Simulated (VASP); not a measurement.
**Dielectric constant against band gap in diamond and zinc-blende semiconductors**

LDA in VASP (plane waves, PAW), each solid at its own relaxed cell. ε∞ is the mean of the electronic tensor's diagonal from perturbation theory; gaps are the smallest, direct or not, over mesh and path, without spin-orbit coupling.

Here Eg stands for gap and y for ln ε∞.

| solid | gap (eV) | ln ε∞ | cut-off (eV) |
|---|---|---|---|
| CdS | 0.97 | ? | 400 |
| BAs | 1.10 | 2.267 | 520 |
| SiC | 1.29 | 1.937 | 520 |
| AlP | 1.42 | 2.123 | 400 |
| BeSe | 2.40 | 1.815 | 400 |
| BeS | 2.83 | 1.693 | 400 |
| AlN | 3.23 | 1.514 | 520 |
| BN | 4.37 | 1.519 | 520 |

Problem. Fit y against Eg with a straight line in ln Eg, and predict the withheld value at Eg = 0.97.

Solution. With u = ln Eg - 0.8, the rows have u = -0.7047, -0.5454, -0.4493, 0.0755, 0.2403, 0.3725, 0.6748. Means: u -0.048043, y 1.8383. About the means, the sum of products is -0.85680 and the sum of squares of u is 1.6373; the slope is their ratio. Least squares gives y = 1.8131 - 0.52329·u. Residuals (row less fit): 0.0851, -0.1615, 0.0748, 0.0414, 0.0056, -0.1042, 0.0590; standard error 0.1049 (degrees of freedom: 5). The slope is -0.523 with a standard error of 0.082. So ε∞ goes as the gap to the power -0.52 over these rows; such a law is empirical and holds within one kind of bonding. At the withheld row, u = -0.8305, so y = 1.8131 - 0.52329 × (-0.8305) = 2.2477. The calculation gives 1.889, 0.3587 below the prediction (47.6 % of the range of y in the table). The row lies outside the fitted rows, so this is an extrapolation. From the scatter of the fitted rows alone, a prediction at this place has a standard error of 0.1292, so the miss is 2.8 times that.

The run's ε∞ for CdS is 6.61. CdS is here a metastable form; wurtzite is the usual one. AlN is here a metastable form; wurtzite is the usual one. Spin-orbit coupling is left out, which can shift this property for BAs, BeSe. The rows are a random draw from the solids of this series computed here; series whose standard error about the line passes 12 to 30 % of the range of y, or with no trend, aren't shown in this form.
